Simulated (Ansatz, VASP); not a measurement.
# P: VASP beside Ansatz, part 2 of 2

Aim: how closely do two programs agree when they are given the same cell, functional and k mesh? The cell is taken from a series of runs on this material, whose earlier steps may have relaxed, scaled, displaced or heated it; both programs get it as it stands.

VASP 6.6.1 and Ansatz 0.2.0.

So far: The starting structure; VASP: relaxation of cell and atoms, LDA, pair 1; Ansatz: relaxation of cell and atoms, LDA, pair 1; Side by side.

## Step 5: VASP: relaxation of cell and atoms, LDA, pair 2

Level of this step: LDA; plane waves and PAW (P) (VASP).

The relaxed volume is the usual yardstick between codes: in a stiff, nearly cubic crystal its relative difference is about their pressure difference at one cell divided by the bulk modulus.

Contents of INCAR:

```
SYSTEM = P
PREC = Accurate
ENCUT = 500
EDIFF = 1E-07
NELM = 120
ISMEAR = 1
SIGMA = 0.2
LREAL = .FALSE.
ALGO = Normal
GGA = CA
NBANDS = 16
LORBIT = 11
LWAVE = .FALSE.
LCHARG = .FALSE.
ISIF = 3
IBRION = 2
NSW = 80
EDIFFG = -0.005
LASPH = .TRUE.
GGA_COMPAT = .FALSE.
NELMIN = 4
KPAR = 2
```

Contents of POSCAR:

```
P
1.0
    1.6547540000     -5.0815380000      0.0000000000
    1.6547540000      5.0815380000      0.0000000000
    0.0000000000      0.0000000000      4.1293020000
P
4
Direct
    0.8935163921      0.1064836079      0.0710248366
    0.6064836079      0.3935163921      0.5710248366
    0.1064836079      0.8935163921      0.9289751634
    0.3935163921      0.6064836079      0.4289751634
```

Contents of KPOINTS:

```
Automatic mesh
0
Gamma
16 16 10
0 0 0
```

Potentials, in the order of the species: P (LDA family, release 64).

Launch:

```console
$ mpirun -np 2 vasp_std
```

Numbers of over 12 decimals in the logs are rounded to 6 here.

The log of the run:

```text
[... set-up lines as in an earlier step ...]
 entering main loop
       N       E                     dE             d eps       ncg     rms          rms(c)
DAV:   1     0.528949435030E+02    0.52895E+02   -0.83753E+03 14016   0.104E+03
DAV:   2    -0.212201206091E+02   -0.74115E+02   -0.71659E+02 19152   0.159E+02
DAV:   3    -0.243156793774E+02   -0.30956E+01   -0.30813E+01 19048   0.347E+01
DAV:   4    -0.243459198917E+02   -0.30241E-01   -0.30232E-01 17528   0.413E+00
[...]
DAV:  10    -0.241150506527E+02    0.14978E-04   -0.10410E-04 17544   0.558E-02    0.360E-02
DAV:  11    -0.241150501283E+02    0.52438E-06   -0.10158E-05 17584   0.218E-02    0.100E-02
DAV:  12    -0.241150501513E+02   -0.22986E-07   -0.56736E-07 18120   0.475E-03
   1 F= -.24115050E+02 E0= -.24115500E+02  d E =-.241151E+02
[... from here on, the cycles between the ionic steps are left out ...]
   2 F= -.24115146E+02 E0= -.24115589E+02  d E =-.956837E-04
   3 F= -.24115376E+02 E0= -.24115822E+02  d E =-.325613E-03
   4 F= -.24115403E+02 E0= -.24115846E+02  d E =-.276974E-04
   5 F= -.24115441E+02 E0= -.24115872E+02  d E =-.652216E-04
   6 F= -.24115463E+02 E0= -.24115893E+02  d E =-.216972E-04
   7 F= -.24115501E+02 E0= -.24115929E+02  d E =-.600446E-04
[...]
reached required accuracy - stopping structural energy minimisation
```

OUTCAR, selected parts (step 5):

```text
  Total       -0.0120210     -0.0099807      0.0099220      0.0000000      0.0000000      0.0000000
  in kB       -0.2770580     -0.2300340      0.2286806      0.0000000      0.0000000      0.0000000
  external PRESSURE =      -0.0928038 kB  Pullay stress =       0.0000000 kB

 POSITION                                       TOTAL-FORCE (eV/Angst)
 -----------------------------------------------------------------------------------
      1.65265     -4.00381      0.29730         0.000000     -0.001764     -0.001203
      1.65265     -1.07954      2.36597         0.000000      0.001764     -0.001203
      1.65265      4.00381      3.84004         0.000000      0.001764      0.001203
      1.65265      1.07954      1.77137         0.000000     -0.001764      0.001203
 -----------------------------------------------------------------------------------
    total drift:                               -0.000000     -0.000000      0.000000

  FREE ENERGIE OF THE ION-ELECTRON SYSTEM (eV)
  ---------------------------------------------------
  free  energy   TOTEN  =       -24.1155010307 eV

  energy  without entropy=      -24.1167858405  energy(sigma->0) =      -24.11592930

[... 1 part as in an earlier step ...]

[... 3 further parts left out ...]
[key lines of the parts left out:]
E-fermi :   7.4717
```

## Step 6: Ansatz: relaxation of cell and atoms, LDA, pair 2

The same cell, functional (in two slightly different forms), mesh and smearing now go to Ansatz, which takes its cutoff from its data sets.

The cell is taken from a series of runs on this material, whose earlier steps may have relaxed, scaled, displaced or heated it; both programs get it as it stands.

Contents of input.yaml:

```yaml
crystal:
  lattice:
    - [1.654753765, -5.0815379006, 0.0]
    - [1.654753765, 5.0815379006, 0.0]
    - [0.0, 0.0, 4.1293023129]
  atoms:
    - { symbol: P, position: [0.8935163582, 0.1064836418, 0.0710248369] }
    - { symbol: P, position: [0.6064836418, 0.3935163582, 0.5710248369] }
    - { symbol: P, position: [0.1064836418, 0.8935163582, 0.9289751631] }
    - { symbol: P, position: [0.3935163582, 0.6064836418, 0.4289751631] }
kpoints:
  mp_grid: { grid: [16, 16, 10] }
hamiltonian:
  xc: lda
  pseudopotentials: { kind: paw, azcp: { folder: soft_1 }, xc_functional: pbe }
scf:
  occupations: { method: methfessel_paxton, width: 0.2 }
  lower_state_search: "off"
output:
  forces: true
  stress: true
  eigenvalues: true
relax:
  adjacent_minimum: "off"
  f_tol: 0.001
  max_steps: 60
  cell: { stress_tol: 0.01 }
```

Launch:

```console
$ ansatz run input.yaml --threads 8 --pin off --max-ram 16384MiB --backend cpu --events-out ev --progress --plain --runs-dir out
```

The log of the run:

```text
[...]
Crystal: 4 atoms, lattice volume = 69.444 Å³
Basis set: ecut = 420 eV, 1349 PW (Γ)
Bands: 14, of which v1, the nominal top of the filled ones, is band 10 counted from 1 (9 counted from 0)
Symmetry: 8 space group operations
[...]
k-points: 438 of 2560
[...]
--- Relaxed structure (3 steps of the walk, 3 accepted, 1 SCFs on fresh bases) ---
[...]
cell:  # Å, volume = 69.4568 Å³
    - [1.654726, -5.083132, 0.0]
    - [1.654726, 5.083132, 0.0]
    - [0.0, 0.0, 4.128833]
  atoms:
    - { symbol: P, position: [0.893532, 0.106468, 0.071042] }
    - { symbol: P, position: [0.606468, 0.393532, 0.571042] }
    - { symbol: P, position: [0.106468, 0.893532, 0.928958] }
    - { symbol: P, position: [0.393532, 0.606468, 0.428958] }
[key lines of the parts left out:]
SCF converged after 5 iterations
Free energy (F): -2903.832968 eV
Fermi energy:    8.486803 eV
P = ⅓ Tr σ = 0.0003 GPa (0.003 kbar)
```

## Step 7: Side by side

Compared:

```
                                         quantity  Ansatz   VASP  difference
                                      volume (Å³)   69.46  69.52     -0.08 %
edge a after relaxation, in the typed setting (Å)   5.346  5.345     +0.01 %
edge c after relaxation, in the typed setting (Å)   4.129  4.137     -0.21 %
```

## Step 8: Summary of results

| Item | Value |
| --- | --- |
| difference in edge c after relaxation, in the typed setting (relaxation of cell and atoms, LDA, pair 1) | -0.21 % |
| difference in edge c after relaxation, in the typed setting (relaxation of cell and atoms, LDA, pair 2) | -0.21 % |

The difference in edge c after relaxation, in the typed setting is -0.21 % (relaxation of cell and atoms, LDA, pair 1), within the 1.2 % picked in this series as the mark of a large difference, as far as the stopping tolerances let one tell. Such differences can come from data sets, numerical settings and the points named under the comparisons, not from the functional's error against experiment.

[Lines on the potential files, build, host, timing and source positions are cut from VASP's logs without a mark.]

[Logs are printed without paths, hosts, clocks, repeated set-up lines and the standing remarks that a program may print on its own settings, such as how far it seeks lower states.]

[Hosts, paths, dates, database ids (printed as entryN), source tags and the programs' standing remarks are cut or masked in the printed files.]
